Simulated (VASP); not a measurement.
```xyz
3
Lattice="1.8650 -3.2303 0.0000 1.8650 3.2303 0.0000 0.0000 0.0000 5.0800" Properties=species:S:1:pos:R:3 pbc="T T T"
Pt     0.0000     0.0000     0.0000
Se     1.8650     1.0768     1.2954
Se     1.8650    -1.0768     3.7846
```

Level of theory: PBE GGA, VASP's PBE PAW potentials (set 64) (plane waves; VASP). Settings: EDIFF = 1E-5, 400 eV cut-off, 6×6×4 Γ-centred mesh, Gaussian smearing of 0.050 eV, potentials Pt Se.

**Question.** Which forces act on the atoms, in eV/Å?

**Answer.** 
```csv
atom,Fx,Fy,Fz
Pt1,0.000,0.000,0.000
Se2,0.000,0.000,0.202
Se3,0.000,0.000,-0.202
```

**Question.** Give the stress tensor in GPa (positive for a compressed cell).

**Answer.** 
```
5.43  0.00  0.00
0.00  5.43  0.00
0.00  0.00  3.43
```
The pressure is its mean diagonal, 4.76 GPa.

The compound is PtSe2 in the 1T layered structure. The cell was not relaxed at this level. The k-mesh is coarse (spacing up to 0.32 per Å, 2π included), so the numbers may not be converged in it. The run is one of a series of settings (EDIFF = 1E-5 against the base run), some of them coarse on purpose.
